In lead telluride the band built mainly from the lead 6s orbital lies roughly 5 to 8 eV below the top of the filled levels. It is about 3 eV wide, which theory puts down mainly to the tellurium neighbours: they shift the lead level. How far they shift it depends on how the electron wave changes phase from one atom to the next, and this phase pattern is what a k point specifies.

VASP 6.6.1, plane-wave DFT with PBE and the recommended PAW potentials (Pb_d, Te), no spin–orbit coupling: rock-salt PbTe, 2-atom cell with 4.569 Å edges, 520 eV cutoff, 7×7×7 k mesh, Gaussian smearing of 0.011 eV. Levels are numbered downwards from the gap, with zero at the highest filled level on the mesh; the third k-point component is 0 throughout.

| point a (reciprocal cell vector) | point b (reciprocal cell vector) | level point (row) | level under 4 (eV) | level under 3 (eV) | level under 2 (eV) | level under 1 (eV) |
| --- | --- | --- | --- | --- | --- | --- |
| 0.0000 | 0.0000 | 1 | -5.491 | -1.244 | -1.244 | -1.244 |
| 0.1429 | 0.0000 | 2 | -6.047 | -1.192 | -1.192 | -0.938 |
| 0.2857 | 0.0000 | 3 | -7.216 | -1.031 | -1.031 | -0.428 |
| 0.4286 | 0.0000 | 4 | -8.283 | -0.826 | -0.826 | 0.000 |
| 0.4286 | 0.1429 | 5 | -7.904 | -1.699 | -1.587 | -1.110 |
| 0.2857 | 0.2857 | 6 | -6.904 | -2.206 | -2.206 | -1.955 |
| 0.4286 | 0.4286 | 7 | -7.190 | -4.052 | -2.638 | -2.638 |

Each row is one k point, numbered under "level point", with its first two components in "point a" and "point b"; the third is zero. Point 1 is Γ, where the wave is in step throughout the crystal. Points 2 to 4 lead from Γ towards L, at (0.5, 0, 0), and points 6 and 7 lead from Γ towards X, at (0.5, 0.5, 0). Point 5 lies off both lines. "Level under 4" is the fourth filled level from the top; counting the ten filled bands in the usual order of the atomic levels makes it the lead 6s band.

**(a) Why is this level highest at Γ and deepest near L?**

*Solution.* Two levels that couple push each other apart. The tellurium 5s level lies below lead 6s and pushes it up, whereas tellurium 5p lies above it and pushes it down. The position of the band is therefore a contest between two neighbours' orbitals, and the phase of the wave decides which of them takes part.

A lead atom has tellurium neighbours on opposite sides along each of the three cube axes. At Γ all six 5s orbitals have the same sign, so their couplings add up and the upward push is strongest. A 5p orbital has lobes of opposite sign, so the contributions from the two sides cancel and the downward push vanishes.

At L the phase changes by a quarter of a cycle from each atom to the next along every axis, so neighbours on opposite sides of the lead atom carry opposite signs. Now the 5s contributions cancel and the 5p contributions add up. The level loses its upward push and gains a downward one, which fits its fall from −5.5 eV at Γ to −8.3 eV at point 4, next to L.

**(b) Turn this picture into a rule for the pocket calculator, and use it at points 5 and 6. How accurate is it?**

*Solution.* Let $x$, $y$ and $z$ be the phase changes between neighbouring lead and tellurium atoms along the cube axes. Adding the two neighbours on each axis gives a coupling proportional to $\cos x+\cos y+\cos z$ for 5s. For the three 5p orbitals the couplings are proportional to $\sin x$, $\sin y$ and $\sin z$. When a coupling is small compared with the distance between the levels, the push is close to the coupling squared divided by that distance. Near Γ, where the six 5s couplings add up, this may hold only roughly, so the form below is an approximation to be tested:

$$E = E_0 + A\,C^2 - B\,S,$$

$$C=\cos x+\cos y+\cos z,\qquad S=\sin^2x+\sin^2y+\sin^2z .$$

The three constants come from a least-squares fit to the six points on the two lines, with point 5 kept aside as a test. Rounded to two figures, they give the rule

$$E \approx -7.3 + 0.21\,C^2 - 0.35\,S \quad\text{(in eV)}.$$

The phases follow from the first two columns, written here as $a$ and $b$. Two of them have the size $180^\circ\times(b-a)$, and the third is $180^\circ\times(a+b)$. Signs don't matter, since only cosines and squared sines enter.

*Point 5*, which the fit has not seen, has $a=0.4286$ and $b=0.1429$. The phases are 51°, 51° and 103° in size, which gives $C^2\approx1.05$ and $S\approx2.17$. The rule yields $-7.3+0.22-0.76=-7.84$ eV, against a computed level of −7.90 eV.

*Point 6*, which was part of the fit, has $a=b=0.2857$. Two phases are zero and the third is again 103°, so $C^2\approx3.16$ and $S\approx0.95$. The rule yields $-7.3+0.66-0.33=-6.97$ eV, against a computed −6.90 eV.

Over all seven points the rule stays within 0.1 eV of the computed level, while the level itself varies by 2.8 eV. For a new point a more cautious figure is suitable: when each fitted point in turn is left out and then predicted, the typical error is 0.16 eV. The output after this text lists the terms of the rule for every point.

Both terms are needed, as a comparison of points 5 and 7 shows. Their values of $C^2$ are similar, so the upward push should be nearly the same. But $S$ is 2.17 at point 5 and only 0.19 at point 7, and the level at point 5 is 0.71 eV deeper. A formula with the cosine term alone, fitted to the same six points, is wrong by almost half an eV at point 7.

The constants describe the shape of the band; they don't measure the two pushes separately. Direct coupling between lead atoms would add a curve made up of the same terms, because $C^2+S=3+2(\cos x\cos y+\cos y\cos z+\cos z\cos x)$. By itself, though, it would make Γ the lowest point of the band, because lead 6s orbitals that are in step bond with each other. That the level is highest at Γ therefore speaks for the tellurium neighbours, although it doesn't show how large each push is.

The rule also reaches L and X themselves, which the mesh steps over. At L all three phases are 90°, so $C=0$, $S=3$ and the level should lie near −8.4 eV. At X two phases are zero and one is 180°, so $C=1$, $S=0$ and the estimate is −7.1 eV. Both lie close to computed points, so these are short extrapolations.

**(c) Can the same form be used for the highest filled level, "level under 1"? What else limits the rule?**

*Solution.* It can't be used with similar confidence. With new constants fitted to the same six points, the form misses the highest filled level by about 0.4 eV at point 6, and by as much at point 5, which was again kept aside. This is several times the error found for the 6s band.

The reason is that the 6s band comes from one orbital, whereas the top of the filled levels comes from three tellurium 5p orbitals. On the lines towards L and X, symmetry sorts these into a single level, whose orbital points along the line, and a pair of equal energy. Only the single level can couple to lead 6s, which pushes it up. At point 4 it lies 0.83 eV above the pair.

Towards X the order changes. The single level is still 0.25 eV above the pair at point 6, but 1.41 eV below it at point 7. Theory offers several reasons, among them these two: near X the push from lead 6s fades as the sines go to zero, and there the empty lead 6p orbitals, which lie higher, press the single level down more strongly than the pair. "Level under 1" therefore belongs to the single level at point 6 and to the pair at point 7, and one smooth formula can't follow such an exchange. The form suits a band that comes from one s orbital and stays clear of its neighbours.

A second limit concerns the constant −7.3 eV, which is tied to the zero of energy. Here zero is the highest filled level on the mesh, found at point 4, and the true maximum, expected at L, should lie somewhat higher. Spin–orbit coupling, left out of this calculation, would also shift this p-type reference level, while it acts much less on an s-type band. Differences between two k points within the 6s band don't depend on the zero and are the more reliable use of the rule.

The constants themselves belong to this crystal at this lattice spacing and to the PBE functional. What carries over to another rock-salt compound is the way of reasoning: find which neighbour levels lie above and below the band, then ask at which k points the phases let each of them couple.

Numerical output:

```
fit of level_under_4 on 6 rows (online): constant -7.33 +/- 0.09, coefficient of csq 0.2064 +/- 0.013, coefficient of ssq -0.3497 +/- 0.039; rms 0.0542, worst 0.2857 -0.106, leave-one-out rms 0.16
  rows outside the fit (model, value, miss): 0.4286 -7.873, -7.904, 0.031
fit of level_under_4 on 6 rows (online): constant -7.982 +/- 0.23, coefficient of csq 0.2747 +/- 0.046; rms 0.282, worst 0.4286 -0.46, leave-one-out rms 0.425
  rows outside the fit (model, value, miss): 0.4286 -7.694, -7.904, 0.21
fit of level_under_1 on 6 rows (online): constant -3.288 +/- 0.32, coefficient of csq 0.2247 +/- 0.045, coefficient of ssq 1.094 +/- 0.14; rms 0.192, worst 0.2857 0.417, leave-one-out rms 0.574
  rows outside the fit (model, value, miss): 0.4286 -0.6742, -1.11, 0.436
Hand rule for level under 4, energies in eV:
     row  point       C  C squared       S  push up  push down    rule  rule less computed
     0.0      1       3          9       0     1.89          0   -5.41               0.081
  0.1429      2   2.703      7.305  0.5651    1.534     0.1978  -5.964             0.08322
  0.2857      3   1.871      3.499   1.834   0.7348     0.6418  -7.207            0.009023
  0.4286      4  0.6673     0.4453   2.852  0.09351      0.998  -8.205             0.07846
  0.4286      5   1.024      1.049   2.173   0.2203     0.7605   -7.84             0.06385
  0.2857      6   1.778       3.16  0.9505   0.6635     0.3327  -6.969            -0.06514
  0.4286      7   1.099      1.208  0.1881   0.2536    0.06584  -7.112             0.07778
Largest miss of the hand rule, eV: 0.08322
Range of level under 4 in the table, eV: 2.792
Level under 4, point 7 less point 5 (similar C squared), eV: 0.714
Fall of level under 4 from point 1 to point 7, eV: 1.699
Fitted formula carried on to L, eV: -8.379
Fitted formula carried on to X, eV: -7.123
Single valence level above the pair at point 4, eV: 0.826
Single valence level above the pair at point 6, eV: 0.251
Single valence level below the pair at point 7, eV: 1.414
```
